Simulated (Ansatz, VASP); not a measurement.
# Cross-check of P between VASP and Ansatz

Wanted: the spread between two codes on one cell, functional and k mesh.

Method: plane waves, with VASP 6.6.1 beside it; band structure at HSEsol, in Ansatz 0.2.0.

### Step 1. The structure

It takes space group Cmce (No. 64, orthorhombic). Conventional cell: a = 3.316 Å, b = 10.484 Å, c = 4.379 Å, α = 90.00°, β = 90.00°, γ = 90.00°. Nearest to P lie 3 P at 2.22 to 2.24 Å.

As a file:

```
P
1.0
     1.65820   -5.24200    0.00000
     1.65820    5.24200    0.00000
     0.00000    0.00000    4.37930
P
4
Cartesian
  1.6582 -4.1766 0.3533
  1.6582 -1.0654 2.5430
  1.6582 4.1766 4.0260
  1.6582 1.0654 1.8363
```

### Step 2. VASP: band structure, HSEsol

The same path points are solved in both programs, so levels can be compared one by one.

Lines of VASP's logs that name or quote its potential files are left out, and so is its time.

The run reads the wave functions of an earlier VASP run, which isn't shown here.

INCAR reads:

```
SYSTEM = P
PREC = Accurate
ENCUT = 400
EDIFF = 1E-06
NELM = 100
ISMEAR = 0
SIGMA = 0.02
LREAL = .FALSE.
ALGO = Normal
LHFCALC = .TRUE.
AEXX = 0.25
GGA = PS
HFSCREEN = 0.2
LASPH = .TRUE.
NBANDS = 16
PRECFOCK = Fast
LORBIT = 11
LWAVE = .FALSE.
LCHARG = .FALSE.
KPAR = 4
```

POSCAR reads:

```
P
1.0
    1.6582000000     -5.2420000000      0.0000000000
    1.6582000000      5.2420000000      0.0000000000
    0.0000000000      0.0000000000      4.3793000000
P
4
Direct
    0.8983800000      0.1016200000      0.0806800000
    0.6016200000      0.3983800000      0.5806800000
    0.1016200000      0.8983800000      0.9193200000
    0.3983800000      0.6016200000      0.4193200000
```

KPOINTS reads:

```
Automatic mesh
0
Gamma
4 4 3
0 0 0
```

KPOINTS_OPT reads:

```
Line mode
6
Line-mode
Reciprocal
  0.00000000   0.00000000   0.00000000 GAMMA
  0.27501611   0.27501611   0.00000000 X

  0.27501611   0.27501611   0.00000000 X
  0.00000000   0.50000000   0.00000000 S

  0.00000000   0.50000000   0.00000000 S
  0.00000000   0.50000000   0.50000000 R

  0.00000000   0.50000000   0.50000000 R
  0.27501611   0.27501611   0.50000000 A

  0.27501611   0.27501611   0.50000000 A
  0.00000000   0.00000000   0.50000000 Z

  0.00000000   0.00000000   0.50000000 Z
  0.00000000   0.00000000   0.00000000 GAMMA

  0.00000000   0.00000000   0.00000000 GAMMA
 -0.50000000   0.50000000   0.00000000 Y

 -0.50000000   0.50000000   0.00000000 Y
 -0.27501611   0.72498389   0.00000000 X1

 -0.27501611   0.72498389   0.00000000 X1
 -0.27501611   0.72498389   0.50000000 A1

 -0.27501611   0.72498389   0.50000000 A1
 -0.50000000   0.50000000   0.50000000 T

 -0.50000000   0.50000000   0.50000000 T
 -0.50000000   0.50000000   0.00000000 Y

  0.00000000   0.00000000   0.50000000 Z
 -0.50000000   0.50000000   0.50000000 T
```

Potentials, in the order of the species: P (PBE family, release 64).

Command:

```console
$ mpirun -np 8 vasp_std
```

Numbers of over 12 decimals in the logs are rounded to 6 here.

What it wrote:

```text
[banner, memory and clock lines left out]
running    8 mpi-ranks, on    1 nodes
 distrk:  each k-point on    2 cores,    4 groups
 distr:  one band on    1 cores,    2 groups

 POSCAR found type information on POSCAR P
 POSCAR found :  1 types and       4 ions
|                                                                             |
|           W    W    AA    RRRRR   N    N  II  N    N   GGGG   !!!           |
|           W    W   A  A   R    R  NN   N  II  NN   N  G    G  !!!           |
|           W    W  A    A  R    R  N N  N  II  N N  N  G       !!!           |
|           W WW W  AAAAAA  RRRRR   N  N N  II  N  N N  G  GGG   !            |
|           WW  WW  A    A  R   R   N   NN  II  N   NN  G    G                |
|           W    W  A    A  R    R  N    N  II  N    N   GGGG   !!!           |
|                                                                             |
|     For optimal performance we recommend to set                             |
|       NCORE = 2 up to number-of-cores-per-socket                            |
|     NCORE specifies how many cores store one orbital (NPAR=cpu/NCORE).      |
|     This setting can greatly improve the performance of VASP for DFT.       |
|     The default, NCORE=1 might be grossly inefficient on modern             |
|     multi-core architectures or massively parallel machines. Do your        |
|     Unfortunately you need to use the default for GW and RPA                |
|     calculations (for HF NCORE is supported but not extensively tested      |
|     yet).                                                                   |
|                                                                             |

|                                                                             |
|               ----> ADVICE to this user running VASP <----                  |
|                                                                             |
|     You enforced a specific xc type in the INCAR file but a different       |
|     [... a line on the potential file left out ...]
|     I HOPE YOU KNOW WHAT YOU ARE DOING!                                     |
|                                                                             |

 LDA part: xc-table for (Slater+PW92), standard interpolation
 found WAVECAR, reading the header
 POSCAR, INCAR and KPOINTS ok, starting setup
 FFT: planning ... GRIDC
 FFT: planning ... GRID_SOFT
 FFT: planning ... GRID
 reading WAVECAR
 the WAVECAR file was read successfully
 initial charge from wavefunction
 entering main loop
       N       E                     dE             d eps       ncg     rms          rms(c)
DAV:   1    -0.267333444142E+02   -0.26733E+02   -0.59055E-01   480   0.448E+00    0.187E+00
DAV:   2    -0.267412584292E+02   -0.79140E-02   -0.33394E-02   600   0.102E+00    0.131E+00
DAV:   3    -0.267408703350E+02    0.38809E-03   -0.30614E-03   584   0.294E-01    0.775E-01
DAV:   4    -0.267403518249E+02    0.51851E-03   -0.80904E-04   576   0.158E-01    0.425E-01
DAV:   5    -0.267402090943E+02    0.14273E-03   -0.18087E-04   560   0.744E-02    0.234E-01
DAV:   6    -0.267401667028E+02    0.42391E-04   -0.37263E-05   552   0.352E-02    0.129E-01
DAV:   7    -0.267401539201E+02    0.12783E-04   -0.10382E-05   536   0.188E-02    0.706E-02
DAV:   8    -0.267401502127E+02    0.37074E-05   -0.28389E-06   464   0.992E-03    0.393E-02
DAV:   9    -0.267401491546E+02    0.10581E-05   -0.84465E-07   328   0.565E-03    0.221E-02
DAV:  10    -0.267401488823E+02    0.27225E-06   -0.28957E-07   328   0.344E-03
   1 F= -.26740149E+02 E0= -.26740149E+02  d E =-.370124E-12
 Start KPOINTS_OPT (optional k-point list driver)
k-point batch [1-14\72]
       N       E                     dE             ncg
DAV:   1     0.740505905739E+03   -0.57782E+04      448
DAV:   2    -0.259655177216E+03   -0.10002E+04      616
DAV:   3    -0.361117569441E+03   -0.10146E+03      528
DAV:   4    -0.362699042178E+03   -0.15815E+01      576
DAV:   5    -0.362721872353E+03   -0.22830E-01      568
DAV:   6    -0.362722271026E+03   -0.39867E-03      560
DAV:   7    -0.362722280800E+03   -0.97741E-05      552
DAV:   8    -0.362722281082E+03   -0.28168E-06      432
[...]
k-point batch [71-72\72]
       N       E                     dE             ncg
DAV:   1     0.467045396426E+04   -0.74908E+03       64
DAV:   2     0.452846606904E+04   -0.14199E+03       80
DAV:   3     0.451330423300E+04   -0.15162E+02       80
DAV:   4     0.451291382230E+04   -0.39041E+00       80
DAV:   5     0.451290733228E+04   -0.64900E-02       80
DAV:   6     0.451290720623E+04   -0.12604E-03       80
DAV:   7     0.451290720298E+04   -0.32563E-05       64
DAV:   8     0.451290720288E+04   -0.94751E-07       64
```

Parts of OUTCAR (step 2):

```text
ion  position               nearest neighbor table
   1  0.898  0.102  0.081-   4 2.22   4 2.22   3 2.24
   2  0.602  0.398  0.581-   3 2.22   3 2.22   4 2.24
   3  0.102  0.898  0.919-   2 2.22   2 2.22   1 2.24
   4  0.398  0.602  0.419-   1 2.22   1 2.22   2 2.24

  LATTYP: Found a base centered orthorhombic cell.
 ALAT       =     3.3164000000
 B/A-ratio  =     3.1612591967
 C/A-ratio  =     1.3204981305

 Subroutine GETGRP returns: Found  8 space group operations
 (whereof  4 operations were pure point group operations)

The static configuration has the point symmetry C_2h.
 The point group associated with its full space group is D_2h.

 Found     14 irreducible k-points:

   k-points           NKPTS =     14   k-points in BZ     NKDIM =     48   number of bands    NBANDS=     16

   dimension x,y,z NGX =    36 NGY =   36 NGZ =   30
   dimension x,y,z NGXF=    72 NGYF=   72 NGZF=   60

   ENCUT  =  400.0 eV  29.40 Ry    5.42 a.u.   8.97  8.97  7.14*2*pi/ulx,y,z

   NELECT =      20.0000    total number of electrons

 k-points in reciprocal lattice and weights: Automatic mesh
   0.00000000  0.00000000  0.00000000       0.021
   0.25000000  0.00000000  0.00000000       0.083
   0.50000000  0.00000000  0.00000000       0.042
   0.25000000  0.25000000  0.00000000       0.042
   0.50000000  0.25000000  0.00000000       0.083
  -0.25000000  0.25000000  0.00000000       0.042
   0.50000000  0.50000000  0.00000000       0.021
   0.00000000  0.00000000  0.33333333       0.042
   0.25000000  0.00000000  0.33333333       0.167
[...]
-0.25000000  0.25000000  0.33333333       0.083
   0.50000000  0.50000000  0.33333333       0.042

  exchange ACFDT corr.  =         0.00000000  see jH, gK, PRB 81, 115126

 average (electrostatic) potential at core
       1 -79.4454       2 -79.4454       3 -79.4454       4 -79.4454

 E-fermi :   6.6412

 k-point     1 :       0.0000    0.0000    0.0000
  band No.  band energies     occupation
    ...
      6       1.0837      2.00000
      7       1.7906      2.00000
      8       3.0839      2.00000
      9       3.4239      2.00000
     10       4.6896      2.00000
     11       7.5803      0.00000
     12       8.0261      0.00000
     13       8.9202      0.00000
     14      10.1681      0.00000
     15      12.6904      0.00000
    ...

 k-point     2 :       0.2500    0.0000    0.0000
  band No.  band energies     occupation
    ...
      6      -0.0613      2.00000
      7       1.4188      2.00000
      8       2.6591      2.00000
      9       3.3394      2.00000
     10       4.8534      2.00000
     11       7.5231      0.00000
     12       8.6452      0.00000
     13       9.3749      0.00000
     14       9.8119      0.00000
     15      10.8201      0.00000
    ...

 k-point     3 :       0.5000    0.0000    0.0000
  band No.  band energies     occupation
    ...
      6       0.4200      2.00000
      7       2.5216      2.00000
      8       2.5216      2.00000
      9       3.3049      2.00000
     10       3.3049      2.00000
     11       7.6348      0.00000
     12       7.6348      0.00000
     13       8.0102      0.00000
     14       8.0102      0.00000
     15      10.4158      0.00000
    ...

  energy-cutoff  :      400.00
  volume of cell :       76.13
      direct lattice vectors                 reciprocal lattice vectors
     1.658200000 -5.242000000  0.000000000     0.301531781 -0.095383441  0.000000000
     1.658200000  5.242000000  0.000000000     0.301531781  0.095383441  0.000000000
     0.000000000  0.000000000  4.379300000     0.000000000  0.000000000  0.228346996

 POSITION                                       TOTAL-FORCE (eV/Angst)
 -----------------------------------------------------------------------------------
      1.65820     -4.17662      0.35332         0.000000     -0.275946      0.234553
      1.65820     -1.06538      2.54297         0.000000      0.275946      0.234553
      1.65820      4.17662      4.02598         0.000000      0.275946     -0.234553
      1.65820      1.06538      1.83633         0.000000     -0.275946     -0.234553
 -----------------------------------------------------------------------------------
    total drift:                                0.000000      0.000003      0.000000

  FREE ENERGIE OF THE ION-ELECTRON SYSTEM (eV)
  ---------------------------------------------------
  free  energy   TOTEN  =       -26.7401488823 eV

  energy  without entropy=      -26.7401488823  energy(sigma->0) =      -26.74014888

 total charge
# of ion       s       p       d       tot
------------------------------------------
    1        1.075   1.383   0.000   2.458
    2        1.075   1.383   0.000   2.458
    3        1.075   1.383   0.000   2.458
    4        1.075   1.383   0.000   2.458
--------------------------------------------------
tot          4.299   5.534   0.000   9.833

[... 3 further parts left out ...]
```

(Part 1 of 2 ends here.)

[Lines on the potential files, build, host, timing and source positions are cut from VASP's logs without a mark.]

[Logs are printed without paths, hosts, clocks, repeated set-up lines and the standing remarks that a program may print on its own settings, such as how far it seeks lower states.]

[Hosts, paths, dates, database ids (printed as entryN), source tags and the programs' standing remarks are cut or masked in the printed files.]
